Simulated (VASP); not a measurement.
## WSe (relaxed from the rock salt structure, space group Fm-3m): computed properties

These are PBEsol GGA, VASP's PBE PAW potentials (set 64) (plane waves; VASP) values and carry that method's errors.

- space group = Fm-3m (225)
- cell = a = 5.1683 Å, b = 5.1683 Å, c = 5.1683 Å, α = 90.00°, β = 90.00°, γ = 90.00°
- volume per atom = 17.26 Å^3/atom
- band gap (over mesh and band path) = none (metal, semimetal or under 0.01 eV)
- density = 12.64 g/cm³

WSe is modelled in the cubic space group Fm-3m (No. 225), the rock salt structure, Pearson symbol cF8. Lattice parameters: a = 5.168 Å, b = 5.168 Å, c = 5.168 Å, α = 90.00°, β = 90.00°, γ = 90.00°. W on 4a has 6 Se at 2.584 Å (octahedral). Se on 4b is surrounded by 6 W at 2.584 Å (octahedral). (Neighbours: up to the widest gap in distance over summed covalent radii, below 1.35, at either atom; cation-cation and far metal-metal contacts left out.)
(The calculation used a cell of 2 atoms; values per cell refer to that cell.)

Unless said otherwise, spin-orbit coupling is left out, though it shifts the bands of the heavy elements here.

The structure was generated: WSe was put into the rock salt type (Fm-3m), which need not be its known phase. It was relaxed first, which changed the volume by -39 %. Symmetry was kept, so distortions that lower it aren't found.
